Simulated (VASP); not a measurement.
OSZICAR of a VASP run on SrCl2 (fluorite):

**OSZICAR**
```
       N       E                     dE             d eps       ncg     rms          rms(c)
DAV:   1     0.127575101571E+03    0.12758E+03   -0.98157E+03   320   0.108E+03
DAV:   2    -0.552659451585E+01   -0.13310E+03   -0.13087E+03   424   0.224E+02
DAV:   3    -0.129111904629E+02   -0.73846E+01   -0.73786E+01   480   0.578E+01
DAV:   4    -0.130841180688E+02   -0.17293E+00   -0.17290E+00   544   0.778E+00
DAV:   5    -0.130861992855E+02   -0.20812E-02   -0.20811E-02   472   0.796E-01    0.114E+01
DAV:   6    -0.127630343268E+02    0.32316E+00   -0.87514E-01   440   0.522E+00    0.753E+00
DAV:   7    -0.127702821223E+02   -0.72478E-02   -0.44937E-01   464   0.402E+00    0.219E+00
DAV:   8    -0.127783284555E+02   -0.80463E-02   -0.59727E-02   400   0.147E+00    0.319E-01
DAV:   9    -0.127798223079E+02   -0.14939E-02   -0.31572E-03   440   0.323E-01    0.116E-01
DAV:  10    -0.127811654236E+02   -0.13431E-02   -0.11650E-03   376   0.222E-01    0.295E-02
DAV:  11    -0.127812474989E+02   -0.82075E-04   -0.90179E-05   488   0.560E-02    0.360E-02
DAV:  12    -0.127812598821E+02   -0.12383E-04   -0.12933E-05   408   0.209E-02    0.113E-02
DAV:  13    -0.127812627888E+02   -0.29067E-05   -0.85497E-06   416   0.154E-02    0.316E-03
DAV:  14    -0.127812626466E+02    0.14227E-06   -0.36005E-07   424   0.402E-03    0.255E-03
DAV:  15    -0.127812626214E+02    0.25162E-07   -0.33860E-08   424   0.119E-03    0.112E-03
DAV:  16    -0.127812626087E+02    0.12681E-07   -0.14401E-08   352   0.715E-04    0.176E-04
DAV:  17    -0.127812626147E+02   -0.59520E-08   -0.11647E-09   328   0.228E-04
   1 F= -.12781263E+02 E0= -.12781263E+02  d E =-.136122E-20
```

Question: Which electronic solver shows in the log?

Answer: It is blocked Davidson (ALGO = Normal, or the opening steps of other solvers). The INCAR had ALGO = Normal.

Question: Can the final energy be trusted as converged?

Answer: The run converged. It stopped with EDIFF = 1E-8, NELM = 100 (PBE GGA, plane waves, VASP's PBE PAW potentials (set 64)).

The compound is SrCl2 in the fluorite structure. The cell was not relaxed at this level. The run is one of a series of settings (EDIFF = 1E-8 against the base run), some of them coarse on purpose.
